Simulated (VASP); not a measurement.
```xyz
5
Lattice="4.5499 0.0000 0.0000 0.0000 4.5499 0.0000 0.0000 0.0000 4.5499" Properties=species:S:1:pos:R:3 pbc="T T T"
Cu     0.0000     0.0000     0.0000
C      2.2749     2.2749     2.2749
Sc     0.0000     2.2749     2.2749
Sc     2.2749     2.2749     0.0000
Sc     2.2749     0.0000     2.2749
```

Calculation: PBE GGA, VASP's PBE PAW potentials (set 64) (plane waves; VASP). Numerical set-up: 520 eV cut-off, 5×5×5 Γ-centred mesh, Gaussian smearing of 0.050 eV, potentials Cu C Sc_sv.

Task: Give the stress tensor in GPa (positive for a compressed cell).

Result: 
```
-3.68   0.00   0.00
 0.00  -3.68   0.00
 0.00   0.00  -3.68
```
The pressure is its mean diagonal, -3.68 GPa.

The structure was generated: Sc3CuC was put into the cubic-perovskite type (Pm-3m), which need not be its known phase. The cell was not relaxed at this level.
